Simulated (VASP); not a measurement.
# Au in VASP: further runs, part 2 of 2

VASP 6.6.1.

## 4. Relaxation of the atoms, BLYP

File INCAR:

```
  AGGAC = 1.0
  AGGAX = 1.0
  ALDAC = 0.0
  ALDAX = 1.0
  ALGO = Normal
  DIPOL = 0.5 0.5 0.294
  EDIFF = 1E-4
  EDIFFG = 1E-4
  ENCUT = 520
  GGA = B5
  IBRION = 2
  IDIPOL = 3
  ISIF = 2
  ISMEAR = -1
  LASPH = True
  LCHARG = False
  LDIPOL = True
  LREAL = False
  LWAVE = False
  NELM = 100
  NSW = 40
  PREC = Accurate
  SIGMA = 0.05
```

File KPOINTS:

```
k-points
0
Gamma
  10 10 1
```

File POSCAR:

```
Au
1.0
    2.6622700000      0.0000000000      0.0000000000
    0.0000000000      2.6617000000      0.0000000000
    0.0000000000      0.0000000000     23.8000000000
Au
1
Selective dynamics
Direct
    0.0000000000      0.5000000000      0.2941200000  F F F
```

Potentials or basis: VASP PAW PBE potentials, release 64 (Au).

On the command line:

```console
cat potpaw_PBE.64/Au/POTCAR > POTCAR
mpirun -np 1 vasp_std > vasp.out
```

OUTCAR:

```text
EDIFF = 1E-4
   EDIFFG = 1E-4
   ENCUT = 520
   GGA = B5
   IBRION = 2
   ISIF = 2
   ISMEAR = -1
   LASPH = True
   LREAL = False
   NELM = 100
   NSW = 40
   PREC = Accurate

 ion  position               nearest neighbor table
   1  0.000  0.500  0.294-

  LATTYP: Found a simple orthorhombic cell.
 ALAT       =     2.6617000000
 B/A-ratio  =     1.0002141489
 C/A-ratio  =     8.9416538303

  Lattice vectors:

 A1 = (   0.0000000000,  -2.6617000000,   0.0000000000)
 A2 = (   2.6622700000,   0.0000000000,   0.0000000000)
 A3 = (   0.0000000000,   0.0000000000,  23.8000000000)

Analysis of symmetry for initial positions (statically):
=====================================================================
 Subroutine PRICEL returns:
 Original cell was already a primitive cell.

 Routine SETGRP: Setting up the symmetry group for a
 simple orthorhombic supercell.

 Subroutine GETGRP returns: Found  8 space group operations
 (whereof  4 operations were pure point group operations)
 out of a pool of  8 trial point group operations.

The static configuration has the point symmetry C_2v.
[... 191 lines left out ...]
      3      -6.6388      2.00000
      4      -5.2845      2.00000
      5      -5.2831      2.00000
      6      -4.6715      2.00000
      7      -2.1912      0.00000
      8       1.2869      0.00000
      9       1.6878      0.00000
[... 265 lines left out ...]
 k-point    24 :       0.5000    0.3000    0.0000
  band No.  band energies     occupation
      1      -8.4756      2.00000
      2      -7.4383      2.00000
      3      -6.5933      2.00000
      4      -6.0331      2.00000
      5      -5.2717      2.00000
      6       0.6549      0.00000
      7       1.0551      0.00000
      8       5.3751      0.00000
      9       7.2260      0.00000

 [... further k-points ...]

------------------------ aborting loop because EDIFF is reached ----------------------------------------

 vacuum level on the upper side and lower side of the slab       (xc-potential included)        -0.261        -0.259

  FORCE on cell =-STRESS in cart. coord.  units (eV):
  Direction    XX          YY          ZZ          XY          YZ          ZX
  --------------------------------------------------------------------------------------
  -------------------------------------------------------------------------------------
  Total        1.0876604      1.0960118     -0.0104117      0.0000000      0.0000000      0.0000000
  in kB       10.3327453     10.4120837     -0.0989113      0.0000000      0.0000000      0.0000000
  external PRESSURE =       6.8819726 kB  Pullay stress =       0.0000000 kB

 VOLUME and BASIS-vectors are now :
 -----------------------------------------------------------------------------
  energy-cutoff  :      520.00
  volume of cell :      168.65
      direct lattice vectors                 reciprocal lattice vectors
     2.662270000  0.000000000  0.000000000     0.375619302  0.000000000  0.000000000
     0.000000000  2.661700000  0.000000000     0.000000000  0.375699741  0.000000000
     0.000000000  0.000000000 23.800000000     0.000000000  0.000000000  0.042016807

 POSITION                                       TOTAL-FORCE (eV/Angst)
 -----------------------------------------------------------------------------------
      0.00000      1.33085      7.00006         0.000000      0.000000     -0.000000
 -----------------------------------------------------------------------------------
    total drift:                               -0.000000      0.000000     -0.000696

  FREE ENERGIE OF THE ION-ELECTRON SYSTEM (eV)
  ---------------------------------------------------
  free  energy   TOTEN  =        -2.2052010713 eV

  energy  without entropy=       -2.1998434854  energy(sigma->0) =       -2.20252228

 reached required accuracy - stopping structural energy minimisation

 vacuum level on the upper side and lower side of the slab         1.199         1.200
```

OSZICAR:

```text
N       E                     dE             d eps       ncg     rms          rms(c)
DAV:   1     0.737205071014E+02    0.73721E+02   -0.34340E+03   648   0.816E+02
DAV:   2    -0.241042929860E+00   -0.73962E+02   -0.66584E+02  1141   0.127E+02
DAV:   3    -0.249997280281E+01   -0.22589E+01   -0.22213E+01   758   0.372E+01
DAV:   4    -0.251535828384E+01   -0.15385E-01   -0.15384E-01   765   0.323E+00
DAV:   5    -0.251559348971E+01   -0.23521E-03   -0.23512E-03   845   0.377E-01    0.547E+00
DAV:   6    -0.221520310712E+01    0.30039E+00   -0.14370E+00   718   0.103E+01    0.362E+00
DAV:   7    -0.220768502057E+01    0.75181E-02   -0.18632E-02   657   0.114E+00    0.210E+00
DAV:   8    -0.220513425494E+01    0.25508E-02   -0.30953E-03   661   0.621E-01    0.103E-01
DAV:   9    -0.220520107127E+01   -0.66816E-04   -0.50999E-04   689   0.298E-01
   1 F= -.22052011E+01 E0= -.22025223E+01  d E =-.220520E+01
```

CONTCAR:

```text
Au
   1.00000000000000
     2.6622699999999999    0.0000000000000000    0.0000000000000000
     0.0000000000000000    2.6617000000000002    0.0000000000000000
     0.0000000000000000    0.0000000000000000   23.8000000000000007
  Au
     1
Selective dynamics
Direct
     0.0000000000000000    0.5000000000000000    0.2941199999999995   F   F   F

  0.00000000E+00  0.00000000E+00  0.00000000E+00
```

It took 29 s on 1 thread of Intel Xeon Platinum 8259CL at 2.50GHz (Skylake/Cascade Lake), shared host; peak memory 0.27 GiB.

The run converged, but some of its settings lie outside the range that counts as converged (typed here: EDIFF = 0.0001; EDIFFG = 0.0001), so its numbers aren't taken as properties of the sheet.

What came out:

| Property | Result |
| --- | --- |
| Free energy | -2.2052 eV |
| Band gap on the k mesh | none (metal or under the smearing width) |

Caveat: the relaxation stopped at its first step, so nothing moved; the PAW data sets were made with another functional, which shifts forces and pressure a little.
